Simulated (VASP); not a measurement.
Consider the following.

```xyz
5
Lattice="-1.9954 1.9954 4.9123 1.9954 -1.9954 4.9123 1.9954 1.9954 -4.9123" Properties=species:S:1:pos:R:3 pbc="T T T"
Gd     0.0000     0.0000     0.0000
Ni     0.0000     1.9954     2.4561
Ni     1.9954     0.0000     2.4561
As     0.0000     0.0000     3.6442
As     0.0000     0.0000     6.1803
```

Method: PBEsol GGA, VASP's PBE PAW potentials (set 64) (plane waves; VASP). Numerical set-up: 400 eV cut-off, Gaussian smearing of 0.050 eV, potentials Gd_3 Ni As.

The 4f electrons are frozen in the core of the lanthanide potential, so 4f levels, which can set the real gap, and their magnetism are missing.

Task: Give the energies of bands 9 to 22 at the high-symmetry points, in eV from the Fermi level.

Result: 
```csv
band,Γ,X,P,N,M,S,R
9,-3.68,-4.28,-4.07,-4.10,-4.00,-4.64,-4.47
10,-3.68,-3.83,-4.07,-3.77,-4.00,-3.85,-3.85
11,-3.44,-3.13,-3.42,-3.39,-3.40,-3.04,-3.06
12,-3.17,-2.67,-2.59,-2.55,-3.13,-2.73,-2.79
13,-2.01,-2.65,-2.59,-2.33,-2.93,-2.45,-2.62
14,-1.99,-2.54,-2.58,-2.29,-1.56,-2.28,-2.54
15,-1.72,-1.97,-1.88,-2.27,-1.41,-2.13,-2.07
16,-1.72,-1.81,-1.88,-2.05,-1.41,-2.13,-1.81
17,-1.57,-1.79,-1.80,-1.81,-0.95,-0.94,-1.70
18,-1.19,-1.78,-1.79,-0.90,-0.94,-0.85,-1.52
19,-0.94,-0.82,-0.77,0.19,-0.02,-0.84,-0.81
20,0.56,-0.74,-0.77,0.29,0.68,1.18,-0.74
21,0.56,0.46,0.15,1.01,1.75,1.39,0.54
22,2.38,3.08,4.01,1.87,1.75,1.88,3.00
```

It has no gap at this level: it comes out as a metal or semimetal.

The structure comes from a computed database's GdNi2As2 entry (I4/mmm); how it stands against other phases isn't given here. It was relaxed first. The run is not spin-polarised, so no magnetic state was tried. The electron count is odd and the run is not spin-polarised, which forces a metal.
